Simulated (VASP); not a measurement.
```
CELL_PARAMETERS angstrom
      1.51245    -2.61965     0.00000
      1.51245     2.61965     0.00000
      0.00000     0.00000     3.20361
ATOMIC_POSITIONS crystal
  Ti 0.00000 0.00000 0.00000
  B  0.33333 0.66667 0.50000
  B  0.66667 0.33333 0.50000
```

These are TPSS meta-GGA, VASP's PBE PAW potentials (set 64) (plane waves; VASP) values and carry that method's errors. Run with 520 eV cut-off, 13×13×11 Γ-centred mesh, tetrahedra with Blöchl corrections, potentials Ti_sv B.

Predict the energy per atom (σ→0), band gap (over mesh and band path) with the smallest direct gap where there is one.

The band gap (over mesh and band path) is none (metal, semimetal or under 0.01 eV) and the energy per atom (σ→0) comes out as -11.322 eV/atom.

Total energies compare only between runs with the same potentials, cut-off and functional.

The compound is TiB2 in the AlB2 type structure. It was relaxed first.
